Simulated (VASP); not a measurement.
Input:

```yaml
crystal:
  lattice:
    - [5.13572, 0.00000, 0.00000]
    - [0.00000, 5.13572, 0.00000]
    - [0.00000, 0.00000, 19.53065]
  atoms:
    - { symbol: Cu, position: [0.25000, 0.25011, 0.36331] }
    - { symbol: Cu, position: [0.75000, 0.24930, 0.36281] }
    - { symbol: Cu, position: [0.25000, 0.74989, 0.36331] }
    - { symbol: Cu, position: [0.75000, 0.75070, 0.36281] }
    - { symbol: Cu, position: [0.99981, 0.00000, 0.45332] }
    - { symbol: Cu, position: [0.50019, 0.00000, 0.45332] }
    - { symbol: Cu, position: [0.99609, 0.50000, 0.45331] }
    - { symbol: Cu, position: [0.50391, 0.50000, 0.45331] }
    - { symbol: Cu, position: [0.25000, 0.25123, 0.54543] }
    - { symbol: Cu, position: [0.75000, 0.24535, 0.54860] }
    - { symbol: Cu, position: [0.25000, 0.74877, 0.54543] }
    - { symbol: Cu, position: [0.75000, 0.75465, 0.54860] }
    - { symbol: Cu, position: [0.00325, 0.00000, 0.64081] }
    - { symbol: Cu, position: [0.49675, 0.00000, 0.64081] }
    - { symbol: Cu, position: [0.99956, 0.50000, 0.63633] }
    - { symbol: Cu, position: [0.50044, 0.50000, 0.63633] }
    - { symbol: H, position: [0.25000, 0.00000, 0.69459] }
```

The numbers are results of PBE GGA, VASP's PBE PAW potentials (set 64) (plane waves; VASP), not measurements. Settings: PREC = Normal, 400 eV cut-off, 5×5×1 Γ-centred mesh, first-order Methfessel-Paxton smearing of 0.10 eV, potentials Cu H.

Q: Predict the energy per atom (σ→0), band gap (on the k-mesh) with the smallest direct gap where there is one.

A: 
```yaml
band gap (on the k-mesh): none (metal, semimetal or under 0.01 eV)
energy per atom (σ→0): -3.430 eV/atom
```

The absolute energy has meaning only against runs of the same code, potentials and settings.

The cell is a thin slab with vacuum, built from Cu (fcc): (100) face, H adsorbed.
